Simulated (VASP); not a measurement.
An input for Ansatz (written as the equivalent of a VASP run, and not itself run):

Ansatz 0.2 input:
```yaml
crystal:
  lattice:
    - [-1.9410000, 1.9410000, 1.9410000]
    - [1.9410000, -1.9410000, 1.9410000]
    - [1.9410000, 1.9410000, -1.9410000]
  atoms:
    - { symbol: Tl, position: [0.0000000, 0.0000000, 0.0000000] }
kpoints:
  mp_grid: { grid: [12, 12, 12] }
hamiltonian:
  xc: r2scan
  dispersion: rvv10
  pseudopotentials: { kind: paw }
scf:
  occupations: { method: methfessel_paxton, width: 0.1 }
  max_iter: 100
relax:
  max_steps: 60
  f_tol: 0.01
  cell: {}
output: { forces: true, stress: true, eigenvalues: true }
```

Problem. Write the VASP files for the same calculation (r2SCAN+rVV10).

Solution. One answer among several that fit: 
### POSCAR
```
Tl
1.0
 -1.9410000000   1.9410000000   1.9410000000
  1.9410000000  -1.9410000000   1.9410000000
  1.9410000000   1.9410000000  -1.9410000000
Tl
1
Cart
  0.0000000000   0.0000000000   0.0000000000
```

**INCAR**
```
ALGO = Normal
BPARAM = 11.95
CPARAM = 0.0093
EDIFF = 1E-6
EDIFFG = -0.01
ENCUT = 400
IBRION = 2
ISIF = 3
ISMEAR = 1
LASPH = .TRUE.
LCHARG = .FALSE.
LMAXMIX = 4
LMIXTAU = .TRUE.
LREAL = .FALSE.
LUSE_VDW = .TRUE.
LWAVE = .FALSE.
METAGGA = R2SCAN
NELM = 100
NSW = 60
PREC = Accurate
SIGMA = 0.1
SYSTEM = Tl
```

### KPOINTS
```
Automatic mesh
0
Gamma
12 12 12
0 0 0
```

POTCAR, in this order: Tl_d (PBE.64 set). Program: vasp_std.

The two are equivalent in intent, not identical: each code has its own PAW files, so the cut-off isn't converted (ENCUT is set for VASP's; basis.ecutwfc is left out, and Ansatz then takes the one that its files recommend); Ansatz stops its SCF on the density residual and VASP on the energy change (EDIFF).

The structure comes from a measured Tl entry (Im-3m) of the Crystallography Open Database, whose conditions weren't checked. This run relaxes it. Symmetry was kept, so distortions that lower it aren't found.
